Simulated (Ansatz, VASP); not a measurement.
**Two plane-wave programs on GaGe3**

File INCAR:

```
PREC = Accurate
ENCUT = 520
EDIFF = 1E-6
ISMEAR = -1
SIGMA = 0.05
LREAL = False
LASPH = True
NELM = 60
ALGO = Normal
ISIF = 2
LWAVE = False
LCHARG = False
GGA = PE
NBANDS = 36
```

Contents of KPOINTS:

```
Automatic mesh
0
Gamma
  6 6 6
```

POSCAR

```
GaGe3
1.0
    4.2206418035      0.0000000000      0.0000000000
    0.0000000000      4.2206418035      0.0000000000
    0.0000000000      0.0000000000      4.2206418035
Ge Ga
3 1
Direct
    0.5000000000      0.5000000000      0.0000000000
    0.5000000000      0.0000000000      0.5000000000
    0.0000000000      0.5000000000      0.5000000000
    0.0000000000      0.0000000000      0.0000000000
```

input.yaml

```yaml
crystal:
  lattice:
    - [4.2206418035, 0.0, 0.0]
    - [0.0, 4.2206418035, 0.0]
    - [0.0, 0.0, 4.2206418035]
  atoms:
    - { symbol: Ge, position: [0.5, 0.5, 0.0] }
    - { symbol: Ge, position: [0.5, 0.0, 0.5] }
    - { symbol: Ge, position: [0.0, 0.5, 0.5] }
    - { symbol: Ga, position: [0.0, 0.0, 0.0] }
hamiltonian:
  xc: pbe
  pseudopotentials: { kind: paw }
kpoints:
  mp_grid: { grid: [6, 6, 6] }
scf:
  occupations: { method: fermi_dirac, width: 0.05 }
output:
  forces: true
  stress: true
  eigenvalues: true
```

The cell comes from a database or a generator and needn't be the stable form of this composition.

Alike in both runs: task single point; functional PBE; k mesh 6 × 6 × 6; occupations fermi-dirac, width 0.05 eV; no spin polarisation.

|  | VASP | Ansatz |
| --- | --- | --- |
| version | VASP 6.6.1 | Ansatz 0.2.0 |
| potentials or method | VASP PAW PBE potentials, release 64 (Ge_d, Ga_d) | Ansatz PAW |
| plane-wave cutoff (eV) | 520 | 420 |
| valence electrons in the cell | 55 | 55 |

|  | VASP | Ansatz | Ansatz less VASP |
| --- | --- | --- | --- |
| gap on the k mesh at the Fermi level (eV) | none | none | - |
| pressure (GPa) | 2.4 | 2.4 | 0.00 |

A gap of «none» marks a metal or a gap that the smearing closes.
